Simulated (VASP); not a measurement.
Computed with r2SCAN+rVV10, VASP's PBE PAW potentials (set 64) (plane waves; VASP).

The input files of a VASP run:

### KPOINTS
```
kpoints
0
Gamma
  8 8 8
```

**INCAR**
```
! general
SYSTEM    =  ZnSe
PREC      =  Accurate
ENCUT     =  520   ! plane-wave cut-off (eV)
LREAL     =  .FALSE.
LASPH     =  .TRUE.

! electronic loop
EDIFF     =  1E-7
NELM      =  100   ! most electronic steps
ALGO      =  Normal
LMAXMIX   =  4   ! l cut-off of mixed one-centre charges
LMIXTAU   =  .TRUE.

! smearing
ISMEAR    =  0
SIGMA     =  0.05

! functional
METAGGA   =  R2SCAN
LUSE_VDW  =  .TRUE.
BPARAM    =  11.95
CPARAM    =  0.0093

! ions
ISIF      =  2   ! forces and stress, cell fixed

! output
LWAVE     =  .FALSE.
LCHARG    =  .FALSE.
```

**POSCAR**
```
ZnSe
3.9101870
  0.0000000000   0.7071068599   0.7071068599
  0.7071068599   0.0000000000   0.7071068599
  0.7071068599   0.7071068599   0.0000000000
Zn Se
1 1
Cartesian
  0.0000000000   0.0000000000   0.0000000000
  0.3535534299   0.3535534299   0.3535534299
```

POTCAR, in this order: Zn Se (PBE.64 set). Program: vasp_std.

### Question
What will the output report for the number of irreducible k-points (NKPTS), largest plane-wave count, number of space-group operations, FFT grid (NGX, NGY, NGZ)?

### Answer

| Item | Result |
|---|---|
| number of irreducible k-points (NKPTS) | 29 |
| largest plane-wave count | 1158 |
| number of space-group operations | 24 |
| FFT grid (NGX, NGY, NGZ) | 30 × 30 × 30 |

The compound is ZnSe in the zinc blende structure. This cell is one point of a volume scan, at 0.94 of the reference volume.
